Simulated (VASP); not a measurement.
```xyz
2
Lattice="0.0000 2.3236 2.3236 2.3236 0.0000 2.3236 2.3236 2.3236 0.0000" Properties=species:S:1:pos:R:3 pbc="T T T"
Hf     0.0000     0.0000     0.0000
C      2.3236     2.3236     2.3236
```

Calculation: PBE GGA, VASP's PBE PAW potentials (set 64) (plane waves; VASP). Numerical set-up: 600 eV cut-off, 12×12×12 Γ-centred mesh, first-order Methfessel-Paxton smearing of 0.10 eV, potentials Hf_pv C.

Energy and stress use the plane-wave basis of the starting cell.

Question: The ions, cell shape and volume at an external pressure of 20.0 GPa are relaxed. Which structure does the run end with?

Answer: 
```xyz
2
Lattice="0.0000 2.2682 2.2682 2.2682 0.0000 2.2682 2.2682 2.2682 0.0000" Properties=species:S:1:pos:R:3 pbc="T T T"
Hf     0.0000     0.0000     0.0000
C      2.2682     2.2682     2.2682
```
Space group Fm-3m (225), at a tolerance of 0.03 Å.

Question: How do energy and volume change from the first to the last step?

Answer: The energy (σ→0) changes by +51.2 meV/atom and the volume by -7.0 %, in 7 ionic steps.

The compound is HfC in the rock salt structure. This run relaxes it under an external pressure of 20 GPa. Symmetry was kept, so distortions that lower it aren't found.
